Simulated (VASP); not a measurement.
Here is a VASP 6.6.1 calculation.

INCAR

```
PREC = Accurate ; ENCUT = 520
EDIFF = 1E-7 ; ISMEAR = -1
SIGMA = 0.1 ; LREAL = False
LASPH = True ; NELM = 150
ALGO = Normal ; ISIF = 2
LWAVE = False ; LCHARG = True
ISPIN = 2 ; MAGMOM = 4.5 4.5 0 0
LORBIT = 11 ; LMAXMIX = 4
LELF = True ; LVHAR = True
NBANDS = 31
```

KPOINTS

```
Automatic mesh
0
Gamma
  7 7 4
```

File POSCAR:

```
MnS
1.0
    3.9760013000      0.0000000000      0.0000000000
   -1.9880006500      3.4433181300      0.0000000000
    0.0000000000      0.0000000000      6.4320000000
Mn S
2 2
Direct
    0.3333333300      0.6666666700      0.0000000000
    0.6666666700      0.3333333300      0.5000000000
    0.3333333300      0.6666666700      0.3850000000
    0.6666666700      0.3333333300      0.8850000000
```

Potentials or basis: VASP PAW LDA potentials, release 64 (Mn_pv, S).

Run with:

```sh
$ cat potpaw_LDA.64/Mn_pv/POTCAR potpaw_LDA.64/S/POTCAR > POTCAR
$ mpirun -np 1 vasp_std > vasp.out
```

Question: Predict the site moments.

Answer: Mn +4.17; S +0.09 μB.

Question: Estimate the largest force.

Answer: 0.170 eV/Å.

Question: Estimate the net moment.

Answer: 9.53 μB per cell.

Question: What does it give for the pressure?

Answer: -5.8 GPa.

Stress tensor (GPa, compression positive):
```
-5.50  0.00  0.00
 0.00 -5.50  0.00
 0.00  0.00 -6.50
```
